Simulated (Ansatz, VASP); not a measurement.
# Cu (generalised stacking fault on (111) of Cu): VASP beside Ansatz, part 2 of 2

One calculation is typed for both programs; each brings its own data sets. How far apart do they land? The cell is taken from a series of runs on this material, whose earlier steps may have relaxed, scaled, displaced or heated it; both programs get it as it stands.

VASP 6.6.1 and Ansatz 0.2.0.

So far. Step 2 (VASP: single point, r2SCAN): The run ends at a pressure of -6.43 GPa, with forces up to 0.078 eV/Å.

### 3. Ansatz: single point, r2SCAN

Level of this step: Ansatz beside VASP: Kohn-Sham DFT, plane waves, r2SCAN (Ansatz).

Ansatz runs on its default PAW (the set named soft_2) files.

The same cell, functional, mesh and smearing now go to Ansatz, which takes its cutoff from its data sets.

File input.yaml:

```yaml
crystal:
  lattice:
    - [2.57034, 0.0, 0.0]
    - [-1.28516, 2.22598, 0.0]
    - [1.15665, -0.66779, 25.18402]
  atoms:
    - { symbol: Cu, position: [0.9404, 0.0596, 0.19867] }
    - { symbol: Cu, position: [0.24873, 0.75127, 0.28203] }
    - { symbol: Cu, position: [0.55707, 0.44293, 0.36531] }
    - { symbol: Cu, position: [0.86542, 0.13458, 0.44861] }
    - { symbol: Cu, position: [0.17377, 0.82623, 0.53191] }
    - { symbol: Cu, position: [0.4821, 0.5179, 0.61522] }
    - { symbol: Cu, position: [0.79044, 0.20956, 0.69853] }
    - { symbol: Cu, position: [0.09879, 0.90121, 0.78183] }
    - { symbol: Cu, position: [0.40712, 0.59288, 0.86514] }
    - { symbol: Cu, position: [0.71547, 0.28453, 0.94844] }
    - { symbol: Cu, position: [0.02383, 0.97617, 0.03171] }
    - { symbol: Cu, position: [0.33214, 0.66786, 0.11508] }
kpoints:
  mp_grid: { grid: [12, 12, 1] }
hamiltonian:
  xc: r2scan
scf:
  occupations: { method: fermi_dirac, width: 0.1 }
output:
  forces: true
```

Command:

```bash
ansatz run input.yaml --threads 5 --pin off --max-ram 76800MiB --backend cuda --events-out ev --progress --plain --runs-dir out
```

Numbers of over 12 decimals in the logs are rounded to 6 here.

The log of the run:

```text
Warning: at least one further symmetry operation maps every atom of the structure, as the run holds it, onto an atom to within 2.00e-5 (fractional), and is not used: to satisfy it, and what else the atoms miss by up to 2.00e-5, twice crystal.symmetry.tolerance (1.0e-5), an atom would have to move by the tolerance or more, and atoms are only ever moved by less. The run uses 2 unitary operations. The run imposes no operation that its atoms and lattice do not hold. Figures that only the operations left out would make equal are not made equal, and some can differ by far more than the structure misses those operations by: [rest of the remark cut]
Engine: ansatz 0.2.0, x86_64-unknown-linux-gnu
Pseudopotentials: kind: paw
Pseudopotential: Cu, paw, valence charge 19, recommended cutoff 500 eV (meta_gga), Cu.paw.azcp
Functional definition: r2SCAN
  parameter k0 = 0.174
  parameter k1 = 0.065
  parameter a1 = 4.9479
  exchange = r2scan_x(k0 = k0, k1 = k1, a1 = a1)
  correlation = r2scan_c
device memory: the entry about to start is reckoned to put 6.4 GiB on a device that reports 57.3 GiB free
GPU FFT provider: cuFFT
GPU libraries: cuBLAS 13.8.2, cuFFT 12.4.0, cuSOLVER 12.3.4
Crystal: 12 atoms, lattice volume = 144.091 Å³
Basis set: ecut = 500 eV, 3697 PW (Γ), exchange–correlation on 80×80×768 points (64 copies of the dense FFT grid, shifted against one another)
Bands: 127, of which v1, the nominal top of the filled ones, is band 114 counted from 1 (113 counted from 0)
Symmetry: 2 space group operations
Space group: Cm (ITA 8), of the structure as read, at distance tolerance 5.2e-5 Å
k-points: 43 of 144 (time reversal used)
Non-local potential: Cu, projectors of the file, l = 0: 3, l = 1: 2, l = 2: 3, l = 3: 1
PAW form: soft (Blöchl's): semilocal exchange-correlation on the pseudo side does not see the compensation charge
PAW frozen core: Cu, regenerated for the run's functional (the file was generated under x = pbe(κ = 0.804, μ = 0.219515), c = pbe(β = 0.066725))
PAW one-centre angular grid: Cu, 590 points (default); XC on 160 Gauss nodes
Initial density: superposition of atomic densities (neutral atoms: chi_scale 0, normalization atom), corrected by the library's trained network
Initial wavefunctions: pseudopotential atomic-orbital guess
GPU buffer pool allocated for 76800 grid points (all kernels)
GPU transforms: local potential and band sums: pruned to the plane-wave sphere, on 20×20×192
Functional: x = r2scan, c = r2scan; τ floored in thin density (d = 2e-4 eV/Å³)
SCF iter   1: F=—  HF=-79574.936095 eV  |F-HF|=—  |Δ(HF+E_count)|=         —  Δρ=4.01e-2  dr2=1.28e0  dr2_τ=1.06e-2  ethr=1.77e-3  ⟨swp⟩=3.8  Hψ=15776  notcnv=0  defer=59
preconditioner: auto → Kerker (q_TF=auto, 2.945 Å⁻¹)  [metal: Δε(μ)=0.022 eV  Ē_g=8.106 eV  σ=0.100 eV  W_gap=0.05  n_scr=62 (ndim 8)  ℏωp=35.5 eV  f_vac=0.000  D(μ)=4.00/eV (n_scr^D=16)]
SCF iter   2: F=—  HF=-79574.804876 eV  |F-HF|=—  |Δ(HF+E_count)|=   1.31e-1  Δρ=1.22e-2  dr2=8.14e-2  dr2_τ=1.46e-2  ethr=5.62e-4  ⟨swp⟩=2.0  Hψ=9648  notcnv=0  defer=120
SCF iter   3: F=—  HF=-79574.729058 eV  |F-HF|=—  |Δ(HF+E_count)|=   7.58e-2  Δρ=9.16e-3  dr2=8.43e-2  dr2_τ=5.18e-4  ethr=3.57e-5  ⟨swp⟩=2.0  Hψ=10682  notcnv=0  defer=120
SCF iter   4: F=—  HF=-79574.708047 eV  |F-HF|=—  |Δ(HF+E_count)|=   2.10e-2  Δρ=1.60e-3  dr2=3.28e-3  dr2_τ=1.46e-4  ethr=3.57e-5  ⟨swp⟩=1.4  Hψ=6421  notcnv=0  defer=119
SCF iter   5: F=—  HF=-79574.713586 eV  |F-HF|=—  |Δ(HF+E_count)|=   5.54e-3  Δρ=2.82e-3  dr2=1.50e-2  dr2_τ=4.46e-5  ethr=1.44e-6  ⟨swp⟩=2.0  Hψ=10326  notcnv=0  defer=119
SCF iter   6: F=—  HF=-79574.714965 eV  |F-HF|=—  |Δ(HF+E_count)|=   1.38e-3  Δρ=8.71e-4  dr2=1.91e-3  dr2_τ=5.29e-6  ethr=1.44e-6  ⟨swp⟩=2.0  Hψ=8016  notcnv=0  defer=119
SCF iter   7: F=—  HF=-79574.716572 eV  |F-HF|=—  |Δ(HF+E_count)|=   1.61e-3  Δρ=2.01e-4  dr2=1.33e-4  dr2_τ=3.40e-7  ethr=8.36e-7  ⟨swp⟩=1.4  Hψ=5463  notcnv=0  defer=119
SCF iter   8: F=—  HF=-79574.707482 eV  |F-HF|=—  |Δ(HF+E_count)|=   9.09e-3  Δρ=9.42e-5  dr2=6.84e-5  dr2_τ=1.21e-7  ethr=5.85e-8  ⟨swp⟩=1.3  Hψ=6158  notcnv=0  defer=119
SCF iter   9: F=—  HF=-79574.709535 eV  |F-HF|=—  |Δ(HF+E_count)|=   2.05e-3  Δρ=3.88e-5  dr2=3.43e-6  dr2_τ=2.71e-8  ethr=3.00e-8  ⟨swp⟩=1.0  Hψ=5359  notcnv=0  defer=119
SCF iter  10: F=—  HF=-79574.709536 eV  |F-HF|=—  |Δ(HF+E_count)|=   8.16e-7  Δρ=1.95e-5  dr2=8.90e-7  dr2_τ=7.60e-9  ethr=1.51e-9  ⟨swp⟩=2.1  Hψ=7434  notcnv=0  defer=119
SCF iter  11: F=—  HF=-79574.709536 eV  |F-HF|=—  |Δ(HF+E_count)|=   4.74e-7  Δρ=1.65e-5  dr2=5.16e-7  dr2_τ=1.44e-9  ethr=3.90e-10  ⟨swp⟩=2.0  Hψ=8200  notcnv=0  defer=119
SCF iter  12: F=—  HF=-79574.709536 eV  |F-HF|=—  |Δ(HF+E_count)|=   1.83e-8  Δρ=7.28e-6  dr2=1.32e-7  dr2_τ=5.40e-10  ethr=2.26e-10  ⟨swp⟩=2.0  Hψ=7527  notcnv=0  defer=119
SCF iter  13: F=-79574.709536 eV  HF=-79574.709536 eV  |F-HF|=1.53e-8  |Δ(HF+E_count)|=   3.22e-9  Δρ=2.07e-6  dr2=1.96e-8  dr2_τ=8.91e-11  ethr=4.39e-11  ⟨swp⟩=3.0  Hψ=13612  notcnv=0
SCF 1 converged in 13 iterations: F = -79574.709536 eV  dr2 = 1.96e-8
  greatest PAW one-centre occupation: 1.000 electrons in one spin orbital (limit 2), on the Cu atom at site 11 (counted from 0), in its partial waves of l = 0
SCF converged after 13 iterations
Free energy (F): -79574.709536 eV
Harris-Foulkes:  -79574.709536 eV  (|F-HF|=1.53e-8)
Internal energy: -79574.571813 eV  (E = F + TS)
E sigma→0 (E₀):  -79574.640674 eV
Entropy (-TS):   -0.137724 eV (-11.477 meV/atom)
Fermi energy:    16.154992 eV
--- Per-component energies (eV) ---
  E_band       = -4704.785479
  E_kinetic    = 3592.948825
  E_local      = -49100.165960  (includes V_loc(G=0)·N_el)
  E_nonlocal   = 4750.198075
  E_hartree    = 21670.654676
  E_xc         = -1001.755470
  E_vxc        = -1490.143645  (∫ρ·V_xc dr)
  E_paw        = -20144.144157  (= ΣΔE_a)
  E_vpaw       = -5906.113936  (= ΣTr[D̂ρ^β])
  E_aug_tail   = 0.001679  (compensation charges beyond the density's cutoff)
  E_vtau       = 107.186349  (kinetic-family band-sum trace: ∫τ·v_τ [+ j·A + Jᵃ·Aᵃ] dr)
  E_ewald      = -39338.696185
  E_core_change = -3.613296  (= ΣΔE_core)
  E_smearing   = -0.137724  (= −TS)
  E_closure    = -0.000000  (closes the sum)
  Σ components = -79574.709536   (vs F -79574.709536, Δ=0.00e0)
--- Forces (eV/Å), atoms counted from 1 ---
  atom   1  Cu     0.06178150    -0.03566975     0.03210956
  atom   2  Cu     0.00195649    -0.00112959     0.01140463
  atom   3  Cu    -0.00099230     0.00057291    -0.00206716
  atom   4  Cu    -0.00033958     0.00019606    -0.00296313
  atom   5  Cu     0.00034024    -0.00019644     0.00100823
  atom   6  Cu     0.00014179    -0.00008186     0.00084019
  atom   7  Cu    -0.00009362     0.00005405    -0.00164716
  atom   8  Cu    -0.00043609     0.00025178     0.00060535
  atom   9  Cu     0.00038685    -0.00022335     0.00215795
  atom  10  Cu     0.00104107    -0.00060107     0.00125691
  atom  11  Cu    -0.00204854     0.00118273    -0.00978800
  atom  12  Cu    -0.06173779     0.03564451    -0.03291741
  max |Σ_I F_I| component: 3.96e-8 eV/Å
```

In the SCF lines HF is the Harris–Foulkes energy and dr2 the Hartree energy of the density residual, in eV; the loop may stop once dr2 is under the threshold and the program's other checks hold. Hψ counts applications of the Hamiltonian.

### 4. Comparison

Known differences besides the potentials themselves: VASP keeps PBE cores, Ansatz makes them for the functional; the data sets hold 228 valence electrons in Ansatz (on its default PAW (the set named soft_2) files) and 132 in VASP; the cutoff is 500 eV in Ansatz and 580 eV in VASP. Total energies have different zeros and are not compared.

The forces differ by 0.46 meV/Å r.m.s.; no other quantity is compared for this pair.

### 5. What came out

* r.m.s. force difference (single point, r2SCAN): 0.46 meV/Å

What this shows: The r.m.s. force difference is 0.46 meV/Å (single point, r2SCAN), within the 12 meV/Å picked in this series as the mark of a large difference. The data sets hold unlike numbers of valence electrons (228 in Ansatz and 132 in VASP), so part of the differences comes from the potentials. How closely two codes agree says nothing of how well the functional describes the real material.

[Lines on the potential files, build, host, timing and source positions are cut from VASP's logs without a mark.]

[Logs are printed without paths, hosts, clocks, repeated set-up lines and the standing remarks that a program may print on its own settings, such as how far it seeks lower states.]

[Hosts, paths, dates, database ids (printed as entryN), source tags and the programs' standing remarks are cut or masked in the printed files.]
